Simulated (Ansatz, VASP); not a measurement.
**Two plane-wave programs on Tl3Cu**

File INCAR:

```
PREC     = Accurate       # precision mode
ENCUT    = 520            # plane-wave cutoff, eV
EDIFF    = 1E-7           # SCF threshold, eV
ISMEAR   = -1             # smearing method
SIGMA    = 0.05           # smearing width, eV
LREAL    = False          # projectors in reciprocal space
LASPH    = True           # aspherical terms in the spheres
NELM     = 60             # most SCF steps
ALGO     = Normal         # electronic algorithm
ISIF     = 2              # what is computed and relaxed
LWAVE    = False          # write WAVECAR
LCHARG   = False          # write CHGCAR
GGA      = PE             # functional
NBANDS   = 33             # bands
```

Contents of KPOINTS:

```
regular mesh
0
Gamma
  6 6 6
```

Contents of POSCAR:

```
Tl3Cu
1.0
    4.8095116441      0.0000000000      0.0000000000
    0.0000000000      4.8095116441      0.0000000000
    0.0000000000      0.0000000000      4.8095116441
Tl Cu
3 1
Direct
    0.5000000000      0.5000000000      0.0000000000
    0.5000000000      0.0000000000      0.5000000000
    0.0000000000      0.5000000000      0.5000000000
    0.0000000000      0.0000000000      0.0000000000
```

input.yaml

```yaml
crystal:
  lattice:
    - [4.8095116441, 0.0, 0.0]
    - [0.0, 4.8095116441, 0.0]
    - [0.0, 0.0, 4.8095116441]
  atoms:
    - { symbol: Tl, position: [0.5, 0.5, 0.0] }
    - { symbol: Tl, position: [0.5, 0.0, 0.5] }
    - { symbol: Tl, position: [0.0, 0.5, 0.5] }
    - { symbol: Cu, position: [0.0, 0.0, 0.0] }
hamiltonian:
  xc: pbe
  pseudopotentials: { kind: paw }
kpoints:
  mp_grid: { grid: [6, 6, 6] }
scf:
  occupations: { method: fermi_dirac, width: 0.05 }
output:
  forces: true
  stress: true
  eigenvalues: true
```

Change from the starting cell: volume scaled by 1.06.

Alike in both runs: task single point; functional PBE; k mesh 6 × 6 × 6; occupations fermi-dirac, width 0.05 eV; no spin polarisation.

```csv
,VASP,Ansatz
version,VASP 6.6.1,Ansatz 0.2.0
potentials or method,"VASP PAW PBE potentials, release 64 (Tl_d, Cu)",Ansatz PAW
plane-wave cutoff (eV),520,420
valence electrons in the cell,50,58
```

```tsv
	VASP	Ansatz	Ansatz less VASP
gap on the k mesh at the Fermi level (eV)	none	none	-
pressure (GPa)	-1.6	-1.6	+0.02
```

A gap of «none» marks a metal or a gap that the smearing closes. The two sets of potentials don't hold the same shells in valence.

The runs have no spin-orbit coupling, so splittings on Tl are missing.
